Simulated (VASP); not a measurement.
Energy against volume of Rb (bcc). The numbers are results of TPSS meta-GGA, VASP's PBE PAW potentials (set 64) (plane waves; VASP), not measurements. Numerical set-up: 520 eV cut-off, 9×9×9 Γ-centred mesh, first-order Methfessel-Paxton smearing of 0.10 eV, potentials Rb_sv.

```csv
V (Å³/atom),E (eV/atom)
90.621,-9.59585
93.514,-9.59767
96.406,-9.59798
99.298,-9.59695
```

Question: Fit these four points and predict the energy of the run at 102.190 Å³/atom.

Answer: A cubic in V^(−2/3), the third-order Birch-Murnaghan form, passes through the four points with V0 = 95.58 Å³/atom and B0 = 3 GPa, and gives -9.5947 eV/atom there. The run gave -9.5948 eV/atom, -0.0 meV/atom from the fit; all five points give B0 = 3 GPa.

The compound is Rb in the bcc structure. It was relaxed first, which changed the volume by +6 %.
